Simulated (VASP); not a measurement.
VASP ran on this input.

**KPOINTS**
```
Automatic
0
Gamma
 14 14 8
```

POSCAR:
```
Tc
1
    1.3700000000    -2.3729100000     0.0000000000
    1.3700000000     2.3729100000     0.0000000000
    0.0000000000     0.0000000000     4.3900000000
Tc
2
Direct
  0.3333330000   0.6666670000   0.2500000000
  0.6666670000   0.3333330000   0.7500000000
```

**INCAR**
```
ALGO = Normal
EDIFF = 1E-6
ENCUT = 400
GGA = PE
ISIF = 2
ISMEAR = 1
ISYM = 1
LASPH = T
LCHARG = F
LMAXMIX = 4
LREAL = F
LWAVE = F
NELM = 100
PREC = Accurate
SIGMA = 0.1
SYSTEM = Tc
```

POTCAR, in this order: Tc_pv (PBE.64 set). Program: vasp_std.

Task: Translate this PBE calculation to Quantum ESPRESSO's pw.x.

Result: One equivalent input (not run):
```
&CONTROL
  calculation = 'scf'
  pseudo_dir = './pseudo'
  outdir = './out'
  tprnfor = .true.
  tstress = .true.
/
&SYSTEM
  ibrav = 0
  nat = 2
  ntyp = 1
  ecutwfc = 84
  occupations = 'smearing'
  smearing = 'methfessel-paxton'
  degauss = 0.00735
  input_dft = 'pbe'
/
&ELECTRONS
  conv_thr = 7.3e-08
  electron_maxstep = 100
/
ATOMIC_SPECIES
  Tc 97.907 Tc.upf
CELL_PARAMETERS angstrom
     1.3700000   -2.3729100    0.0000000
     1.3700000    2.3729100    0.0000000
     0.0000000    0.0000000    4.3900000
ATOMIC_POSITIONS crystal
  Tc   0.3333330  0.6666670  0.2500000
  Tc   0.6666670  0.3333330  0.7500000
K_POINTS automatic
  14 14 8 0 0 0
```
The two are equivalent in intent, not identical: the potentials are each code's own (VASP's PAW set, PseudoDojo norm-conserving files in pw.x), so ENCUT and ecutwfc are chosen apart and not converted; conv_thr bounds pw.x's estimated SCF error, while EDIFF bounds the energy change between steps.

The compound is Tc in the hcp structure. The cell was not relaxed at this level. The run is one of a series of settings (ISYM = 1 against the base run), some of them coarse on purpose.
